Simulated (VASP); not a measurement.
The input files of a VASP run:

**INCAR**
```
SYSTEM = MnB
PREC = Accurate
ENCUT = 400
EDIFF = 1E-6
NELM = 100
ALGO = Normal
LREAL = .FALSE.
LASPH = .TRUE.
ISMEAR = 0
SIGMA = 0.1
GGA = PS
LMAXMIX = 4
LWAVE = .FALSE.
LCHARG = .FALSE.
ISIF = 2
ISPIN = 2
MAGMOM = 4.0 4.0 4.0 4.0 0.0 0.0 0.0 0.0
LORBIT = 11
```

**POSCAR**
```
MnB
1
    5.5631820000     0.0000000000     0.0000000000
    0.0000000000     2.9768500000     0.0000000000
    0.0000000000     0.0000000000     4.1472430000
Mn B
4 4
Direct
  0.1794470000   0.2497150000   0.1292300000
  0.3145710000   0.7295880000   0.6238850000
  0.6845620000   0.2364930000   0.3791600000
  0.8166250000   0.7596720000   0.8695530000
  0.0477280000   0.2734170000   0.6138330000
  0.4621450000   0.7346840000   0.1090330000
  0.5279900000   0.2417560000   0.8907200000
  0.9669310000   0.7746750000   0.3845860000
```

File KPOINTS:
```
K-points
0
Gamma
 3 5 4
```

POTCAR, in this order: Mn_pv B (PBE.64 set). Program: vasp_std.

Question: Translate this PBEsol calculation to Quantum ESPRESSO's pw.x.

Answer: One equivalent input (not run):
```
&CONTROL
  calculation = 'scf'
  pseudo_dir = './pseudo'
  outdir = './out'
  tprnfor = .true.
  tstress = .true.
/
&SYSTEM
  ibrav = 0
  nat = 8
  ntyp = 2
  ecutwfc = 96
  occupations = 'smearing'
  smearing = 'gaussian'
  degauss = 0.00735
  input_dft = 'pbesol'
  nspin = 2
  starting_magnetization(1) = 0.4
/
&ELECTRONS
  conv_thr = 7.3e-08
  electron_maxstep = 100
/
ATOMIC_SPECIES
  Mn 54.938 Mn.upf
  B 10.810 B.upf
CELL_PARAMETERS angstrom
     5.5631820    0.0000000    0.0000000
     0.0000000    2.9768500    0.0000000
     0.0000000    0.0000000    4.1472430
ATOMIC_POSITIONS crystal
  Mn   0.1794470  0.2497150  0.1292300
  Mn   0.3145710  0.7295880  0.6238850
  Mn   0.6845620  0.2364930  0.3791600
  Mn   0.8166250  0.7596720  0.8695530
  B    0.0477280  0.2734170  0.6138330
  B    0.4621450  0.7346840  0.1090330
  B    0.5279900  0.2417560  0.8907200
  B    0.9669310  0.7746750  0.3845860
K_POINTS automatic
  3 5 4 0 0 0
```
The two are equivalent in intent, not identical: the potentials are each code's own (VASP's PAW set, PseudoDojo norm-conserving files in pw.x), so ENCUT and ecutwfc are chosen apart and not converted; conv_thr bounds pw.x's estimated SCF error, while EDIFF bounds the energy change between steps; starting_magnetization is a fraction of the valence charge and MAGMOM a moment in μB, so they match only roughly.

The structure comes from a measured MnB entry of the Crystallography Open Database, whose conditions weren't checked. The cell was not relaxed at this level, atoms are displaced from their ideal sites. The k-mesh is coarse (spacing up to 0.42 per Å, 2π included), so the numbers may not be converged in it.
